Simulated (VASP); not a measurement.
Level of theory: HSE06 screened hybrid, VASP's PBE PAW potentials (set 64) (plane waves; VASP).

The input files of a VASP run:

### POSCAR
```
Ga35CN35
9.7366360
  0.4999999890  -0.8660253723   0.0000000000
  0.4999999890   0.8660253723   0.0000000000
  0.0000000000   0.0000000000   1.0841818448
Ga N C
35 35 1
Cart
  0.1663950845  -0.0939320686   0.2691180895
  0.1678657405   0.0976647771   1.0817242823
  0.1694640923  -0.0953400392   0.8122493393
  0.1667221318   0.1049639640   0.5337373698
  0.3247932867   0.1979058995   0.2779225870
  0.3328321140   0.3834832392   1.0818723503
  0.3390353755   0.1894072031   0.8005026512
  0.3262637706   0.3809077990   0.5336101613
  0.4983427492   0.4808869433   0.2691395927
  0.5011831391   0.6730453251   1.0836818424
  0.5008646299   0.4787040431   0.8123660728
  0.5039695024   0.6715830752   0.5428104979
  0.3310279930  -0.3833039323   0.2725170089
  0.3350691827  -0.1906050398   0.0011686974
  0.3337058517  -0.3848950796   0.8143563822
  0.3357651264  -0.1830321022   0.5453565317
  0.4990774875  -0.0860596297   0.2789320735
  0.4980260855   0.0975748894   1.0839866882
  0.5054925198  -0.0977074435   0.8088230378
  0.6576828276   0.1886992236   0.2788474082
  0.6661569832   0.3828913086   0.0011334243
  0.6707852549   0.1887465572   0.8089094736
  0.6598912138   0.3783252614   0.5454146799
  0.4944511324  -0.6710665134   0.2687290376
  0.4994868685  -0.4806280430   1.0833405322
  0.5036406285  -0.6733104028   0.8124218170
  0.4947026065  -0.4778690624   0.5429412936
  0.6617995535  -0.3809301410   0.2685928730
  0.6660075921  -0.1909467795   0.0002763675
  0.6685421889  -0.3878751019   0.8122897961
  0.6724247796  -0.1906016305   0.5448917899
  0.8333926107  -0.0961016851   0.2705453905
  0.8317867669   0.0963419164   0.0003908352
  0.8374053490  -0.0984075271   0.8155928839
  0.8347730126   0.0907438204   0.5448877007
  0.1695507814  -0.0903877789   0.4737850631
  0.1625744252   0.0989397850   0.2028868888
  0.1676811894  -0.0949923449   1.0170367032
  0.1703895329   0.0966373866   0.7384782395
  0.3292647183   0.3878126594   0.2029275268
  0.3350960777   0.1917115858   1.0072682458
  0.3351920635   0.3818275230   0.7384132295
  0.4965737693   0.4761443070   0.4737339667
  0.5005915837   0.6736793730   0.2038659110
  0.4996685457   0.4798881060   1.0170253715
  0.5039392268   0.6715671005   0.7465330573
  0.3276273734  -0.3814623913   0.4773813464
  0.3357654994  -0.1890377534   0.2087129933
  0.3319126394  -0.3838776679   1.0188992737
  0.3363953801  -0.1918275380   0.7472882284
  0.5115298257  -0.0612939761   0.4946019943
  0.4906610482   0.1019055750   0.2061925160
  0.5006297881  -0.0937239617   1.0138583835
  0.5146228931   0.0880197432   0.7072650163
  0.6423097337   0.1653651110   0.4946087874
  0.6651978748   0.3816096784   0.2086910663
  0.6650887345   0.1909928088   1.0139709005
  0.6677947869   0.3822772736   0.7473012999
  0.4939368741  -0.6695939054   0.4732596852
  0.4968736038  -0.4791161667   0.2029229710
  0.4999688898  -0.6738662926   1.0169688092
  0.5001567707  -0.4810109552   0.7468176874
  0.6603466435  -0.3812927438   0.4732429661
  0.6622094204  -0.1868845649   0.2070188023
  0.6670291991  -0.3844942184   1.0168747443
  0.6721719244  -0.1954818566   0.7473158262
  0.8386535587  -0.0990629265   0.4749161461
  0.8265274439   0.0975900009   0.2070495325
  0.8342481890  -0.0965179267   1.0194609829
  0.8389114860   0.0933914283   0.7472840528
  0.5407699873   0.0728837810   0.5601947669
```

File KPOINTS:
```
Automatic mesh
0
Gamma
1 1 1
0 0 0
```

INCAR:
```
AEXX  =  0.25
ALGO  =  Normal
EDIFF  =  1E-5
ENCUT  =  400
GGA  =  PE
HFSCREEN  =  0.2
ISIF  =  0
ISMEAR  =  0
ISPIN  =  2
ISYM  =  0
LASPH  =  .TRUE.
LCHARG  =  .FALSE.
LHFCALC  =  .TRUE.
LMAXMIX  =  4
LORBIT  =  10
LREAL  =  Auto
LWAVE  =  .FALSE.
MAGMOM  =  71*0.0282
NELM  =  50
NELMIN  =  4
NUPDOWN  =  2
PREC  =  Normal
PRECFOCK  =  Fast
SIGMA  =  0.05
SYSTEM  =  Ga35CN35
```

POTCAR, in this order: Ga N C (PBE.64 set). Program: vasp_gam. Read from the step before: WAVECAR.

What will the output report for the number of irreducible k-points (NKPTS), largest plane-wave count, FFT grid (NGX, NGY, NGZ)?

```json
{
  "number of irreducible k-points (NKPTS)": "1",
  "largest_plane_wave_count": "7908",
  "FFT grid (NGX, NGY, NGZ)": "48 × 48 × 54"
}
```

The cell is a supercell with a defect, built from GaN (wurtzite): C_Ga-vac_N. The cell's shape comes from a PBE relaxation.
